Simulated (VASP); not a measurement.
```
CELL_PARAMETERS angstrom
      0.00000     3.76700     3.76700
      3.76700     0.00000     3.76700
      3.76700     3.76700     0.00000
ATOMIC_POSITIONS crystal
  Te 0.50000 0.50000 0.50000
  W  0.00000 0.00000 0.00000
  O  0.74998 0.74998 0.25002
  O  0.25002 0.25002 0.74998
  O  0.25002 0.74998 0.74998
  O  0.74998 0.25002 0.25002
  O  0.74998 0.25002 0.74998
  O  0.25002 0.74998 0.25002
```

These are LDA (Ceperley-Alder, Perdew-Zunger), VASP's LDA PAW potentials (set 64) (plane waves; VASP) values and carry that method's errors. Run with 520 eV cut-off, 5×5×5 Γ-centred mesh, Gaussian smearing of 0.050 eV, potentials Te W_sv O.

### Question
Predict the energy per atom (σ→0).

### Answer

```yaml
energy per atom (σ→0): -7991 meV/atom
```

The structure comes from a computed database's TeWO6 entry (Fm-3m); how it stands against other phases isn't given here. It was relaxed first. The start is the result of an earlier pass.
